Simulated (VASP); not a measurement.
Output of a VASP run:

### OSZICAR
```
       N       E                     dE             d eps       ncg     rms          rms(c)
DAV:   1     0.319767791685E+02    0.31977E+02   -0.84527E+03  3024   0.127E+03
DAV:   2    -0.239442462323E+02   -0.55921E+02   -0.52813E+02  3840   0.242E+02
DAV:   3    -0.256815544214E+02   -0.17373E+01   -0.16906E+01  3956   0.326E+01
DAV:   4    -0.256942304298E+02   -0.12676E-01   -0.12691E-01  3644   0.312E+00
DAV:   5    -0.256943729846E+02   -0.14255E-03   -0.14835E-03  3952   0.264E-01    0.526E+01
DAV:   6    -0.234115195978E+02    0.22829E+01   -0.53546E+00  3640   0.151E+01    0.386E+01
DAV:   7    -0.233719624560E+02    0.39557E-01   -0.15967E+00  3812   0.867E+00    0.120E+01
DAV:   8    -0.233116679805E+02    0.60294E-01   -0.45771E-01  3600   0.474E+00    0.192E+00
DAV:   9    -0.233061934620E+02    0.54745E-02   -0.35390E-02  3580   0.145E+00    0.293E-01
DAV:  10    -0.233061833710E+02    0.10091E-04   -0.10845E-03  3672   0.281E-01    0.369E-01
DAV:  11    -0.233062063467E+02   -0.22976E-04   -0.10433E-04  3712   0.851E-02    0.176E-01
DAV:  12    -0.233061961907E+02    0.10156E-04   -0.94412E-06  3720   0.277E-02    0.303E-02
DAV:  13    -0.233061965197E+02   -0.32900E-06   -0.36510E-07  3656   0.622E-03    0.593E-03
DAV:  14    -0.233061967339E+02   -0.21416E-06   -0.89414E-09  2044   0.855E-04    0.280E-03
DAV:  15    -0.233061967704E+02   -0.36558E-07   -0.19214E-09  1964   0.411E-04
   1 F= -.23306197E+02 E0= -.23306197E+02  d E =0.000000E+00
```

**OUTCAR**
```
------------------------ aborting loop because EDIFF is reached ----------------------------------------
  FORCE on cell =-STRESS in cart. coord.  units (eV):
  Direction    XX          YY          ZZ          XY          YZ          ZX
  --------------------------------------------------------------------------------------
  Total        0.0270357      0.0270358     -0.0817375      0.0000000     -0.0000000      0.0000000
  in kB        1.4634144      1.4634146     -4.4243597      0.0000000     -0.0000000      0.0000000
  external PRESSURE =      -0.4991769 kB  Pullay stress =       0.0000000 kB
  volume of cell :       29.60
      direct lattice vectors                 reciprocal lattice vectors
     1.566375721 -2.713042563  0.000000000     0.319208216 -0.184294934  0.000000000
     1.566375721  2.713042563  0.000000000     0.319208216  0.184294934  0.000000000
     0.000000000  0.000000000  3.482563868     0.000000000  0.000000000  0.287144770
 POSITION                                       TOTAL-FORCE (eV/Angst)
 -----------------------------------------------------------------------------------
      0.00000      0.00000      0.00000         0.000000      0.000000      0.000000
      1.56638      0.90435      1.74128        -0.000000      0.000000      0.000000
      1.56638     -0.90435      1.74128         0.000000     -0.000000      0.000000
 -----------------------------------------------------------------------------------
    total drift:                               -0.000000     -0.000000      0.000000
  FREE ENERGIE OF THE ION-ELECTRON SYSTEM (eV)
  ---------------------------------------------------
  free  energy   TOTEN  =       -23.3061967704 eV

  energy  without entropy=      -23.3061967704  energy(sigma->0) =      -23.30619677

 total charge

# of ion       s       p       d       tot
------------------------------------------
    1        0.297   6.587   1.855   8.738
    2        0.664   1.285   0.000   1.949
    3        0.664   1.285   0.000   1.949
--------------------------------------------------
tot          1.625   9.156   1.855  12.637

 Electric field gradients after diagonalization (V/A^2)
 (convention: |V_zz| > |V_xx| > |V_yy|)
----------------------------------------------------------------------
 ion       V_xx      V_yy      V_zz     asymmetry (V_yy - V_xx)/ V_zz
----------------------------------------------------------------------
   1     -39.117   -39.113    78.230       0.000
   2      -0.932    -0.932     1.865       0.000
   3      -0.932    -0.932     1.865       0.000
```
(Selected blocks of OUTCAR.)

File POSCAR:
```
HfB2
1
    1.5663757210    -2.7130425632     0.0000000000
    1.5663757210     2.7130425632    -0.0000000000
    0.0000000000    -0.0000000000     3.4825638681
Hf B
1 2
Direct
  0.0000000000   0.0000000000   0.0000000000
  0.3333330000   0.6666670000   0.5000000000
  0.6666670000   0.3333330000   0.5000000000
```

Reconstruct the remaining input files.

Several could match; the one computed here: the input of the run itself, rev-vdW-DF2, plane waves, VASP's PBE PAW potentials (set 64).

### KPOINTS
```
K-points
0
G
  13 13 10
```

### INCAR
```
SYSTEM = HfB2
PREC = Accurate
ENCUT = 520
EDIFF = 1E-7
NELM = 100
ALGO = Normal
LREAL = .FALSE.
LASPH = .TRUE.
ISMEAR = -5
GGA = MK
PARAM1 = 0.1234568
PARAM2 = 0.7114
ZAB_VDW = -1.8867
LUSE_VDW = .TRUE.
AGGAC = 0.0
LMAXMIX = 6
LWAVE = .FALSE.
LCHARG = .TRUE.
LORBIT = 11
NEDOS = 601
ISIF = 2
LEFG = .TRUE.
```

POTCAR, in this order: Hf_pv B (PBE.64 set). Program: vasp_std.

For a metal the tetrahedron method with Blöchl corrections gives inexact stress and forces.

The compound is HfB2 in the AlB2 type structure. It was relaxed first.
